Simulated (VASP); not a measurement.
OSZICAR of a VASP run on Zn (hcp):

File OSZICAR:
```
       N       E                     dE             d eps       ncg     rms          rms(c)
DAV:   1     0.864672866043E+02    0.86467E+02   -0.11134E+04  3128   0.198E+03
DAV:   2    -0.110226822535E-01   -0.86478E+02   -0.85472E+02  3152   0.275E+02
DAV:   3    -0.235774429425E+01   -0.23467E+01   -0.23438E+01  3832   0.566E+01
DAV:   4    -0.236407984002E+01   -0.63355E-02   -0.63353E-02  3600   0.305E+00
DAV:   5    -0.236409029180E+01   -0.10452E-04   -0.10452E-04  3864   0.997E-02    0.353E+00
RMM:   6    -0.219410715551E+01    0.16998E+00   -0.83468E-01  3317   0.125E+01    0.280E+00
RMM:   7    -0.218720391398E+01    0.69032E-02   -0.22682E-02  3416   0.255E+00    0.141E+00
RMM:   8    -0.218305597811E+01    0.41479E-02   -0.59496E-03  3237   0.753E-01    0.101E-01
RMM:   9    -0.218309691388E+01   -0.40936E-04   -0.17052E-03  3494   0.693E-01    0.982E-02
RMM:  10    -0.218305690192E+01    0.40012E-04   -0.29058E-04  3492   0.208E-01    0.314E-03
RMM:  11    -0.218305903814E+01   -0.21362E-05   -0.20156E-05  3490   0.600E-02    0.469E-03
RMM:  12    -0.218305899333E+01    0.44814E-07   -0.36342E-06  2471   0.257E-02
   1 F= -.21830590E+01 E0= -.21827985E+01  d E =-.781621E-03
```

Task: Which electronic solver shows in the log?

Result: It is blocked Davidson (ALGO = Normal, or the opening steps of other solvers) and then RMM-DIIS (ALGO = Fast or VeryFast). The INCAR had ALGO = Fast.

Task: Can the final energy be trusted as converged?

Result: The calculation finished and met its thresholds. It stopped with EDIFF = 1E-6, NELM = 100 (PBE GGA, plane waves, VASP's PBE PAW potentials (set 64)).

The compound is Zn in the hcp structure. The cell was not relaxed at this level. The run is one of a series of settings (ALGO = Fast against the base run), some of them coarse on purpose.
